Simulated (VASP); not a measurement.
Data:

```
CoTi
1.0
    2.93959     0.00000     0.00000
    0.00000     2.93959     0.00000
    0.00000     0.00000     2.93959
Ti Co
1 1
Direct
  0.00000   0.00000   0.00000
  0.50000   0.50000   0.50000
```

All values below come from revTPSS meta-GGA, VASP's PBE PAW potentials (set 64) (plane waves; VASP). Settings: 520 eV cut-off, 14×14×14 Γ-centred mesh, tetrahedra with Blöchl corrections, potentials Ti_sv Co.

Estimate the energy per atom (σ→0), band gap (over mesh and band path) with the smallest direct gap where there is one.

The band gap (over mesh and band path) comes out as none (metal, semimetal or under 0.01 eV). The energy per atom (σ→0) comes out as -6.074 eV/atom.

Only differences to runs with the same potentials and settings are physical.

The compound is TiCo in the CsCl type structure. It was relaxed first. The run is not spin-polarised, so no magnetic state was tried. The electron count is odd and the run is not spin-polarised, which forces a metal.
